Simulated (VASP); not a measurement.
Here is the system:

```
Cu2O
1.0
    4.30867     0.00000     0.00000
    0.00000     4.30867     0.00000
    0.00000     0.00000     4.30867
Cu O
4 2
Direct
  0.75000   0.25000   0.75000
  0.25000   0.75000   0.75000
  0.75000   0.75000   0.25000
  0.25000   0.25000   0.25000
  0.00000   0.00000   0.00000
  0.50000   0.50000   0.50000
```

All values below come from PBE GGA, VASP's PBE PAW potentials (set 64) (plane waves; VASP). Numerical set-up: 520 eV cut-off, 6×6×6 Γ-centred mesh, tetrahedra with Blöchl corrections, potentials Cu O.

The cores are frozen, which limits the accuracy of field gradients.

### Question
Give the principal components of the electric field gradient (V/Å²) and the asymmetry η at each nucleus.

### Answer

```csv
atom,Vxx,Vyy,Vzz,η
Cu1,29.0,29.0,-58.1,0.00
Cu2,29.0,29.0,-58.1,0.00
Cu3,29.0,29.0,-58.1,0.00
Cu4,29.0,29.0,-58.1,0.00
O5,0.0,0.0,0.0,-
O6,0.0,0.0,0.0,-
```

The compound is Cu2O in the cuprite structure. It was relaxed first.
